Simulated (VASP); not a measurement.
Input for VASP

**KPOINTS**
```
kpoints
0
gamma
 6 6 6
0 0 0
```

### INCAR
```
ALGO  =  Normal
EDIFF  =  1E-6
EDIFFG  =  -0.02
ENCUT  =  620
GGA  =  PS
IBRION  =  2
ISIF  =  3
ISMEAR  =  0
LASPH  =  .TRUE.
LCHARG  =  .FALSE.
LMAXMIX  =  6
LREAL  =  .FALSE.
LWAVE  =  .FALSE.
NELM  =  100
NSW  =  40
PREC  =  Accurate
PSTRESS  =  300
SIGMA  =  0.05
SYSTEM  =  BaHfO3
```

**POSCAR**
```
BaHfO3
1.0
  3.9794571892   0.0000000000   0.0000000000
  0.0000000000   3.9794571892   0.0000000000
  0.0000000000   0.0000000000   3.9794571892
Ba Hf O
1 1 3
Cartesian
  0.0000000000   0.0000000000   0.0000000000
  1.9897285946   1.9897285946   1.9897285946
  1.9897285946   0.0000000000   1.9897285946
  0.0000000000   1.9897285946   1.9897285946
  1.9897285946   1.9897285946   0.0000000000
```

POTCAR, in this order: Ba_sv Hf_pv O (PBE.64 set). Program: vasp_std.

Write an equivalent input for Quantum ESPRESSO's pw.x.

One equivalent input (not run):
```
&CONTROL
  calculation = 'vc-relax'
  pseudo_dir = './pseudo'
  outdir = './out'
  tprnfor = .true.
  tstress = .true.
  nstep = 40
  forc_conv_thr = 0.00078
/
&SYSTEM
  ibrav = 0
  nat = 5
  ntyp = 3
  ecutwfc = 84
  occupations = 'smearing'
  smearing = 'gaussian'
  degauss = 0.003675
  input_dft = 'pbesol'
/
&ELECTRONS
  conv_thr = 7.3e-08
  electron_maxstep = 100
/
&IONS
/
&CELL
  press = 300
/
ATOMIC_SPECIES
  Ba 137.327 Ba.upf
  Hf 178.490 Hf.upf
  O 15.999 O.upf
CELL_PARAMETERS angstrom
     3.9794572   -0.0000000    0.0000000
    -0.0000000    3.9794572    0.0000000
    -0.0000000   -0.0000000    3.9794572
ATOMIC_POSITIONS crystal
  Ba   0.0000000  0.0000000  0.0000000
  Hf   0.5000000  0.5000000  0.5000000
  O    0.5000000  0.0000000  0.5000000
  O    0.0000000  0.5000000  0.5000000
  O    0.5000000  0.5000000  0.0000000
K_POINTS automatic
  6 6 6 0 0 0
```
The two are equivalent in intent, not identical: the potentials are each code's own (VASP's PAW set, PseudoDojo norm-conserving files in pw.x), so ENCUT and ecutwfc are chosen apart and not converted; conv_thr bounds pw.x's estimated SCF error, while EDIFF bounds the energy change between steps; forc_conv_thr acts on force components and is met together with etot_conv_thr.

The compound is BaHfO3 in the cubic perovskite structure. This run relaxes it under an external pressure of 30 GPa. Symmetry was kept, so distortions that lower it aren't found.
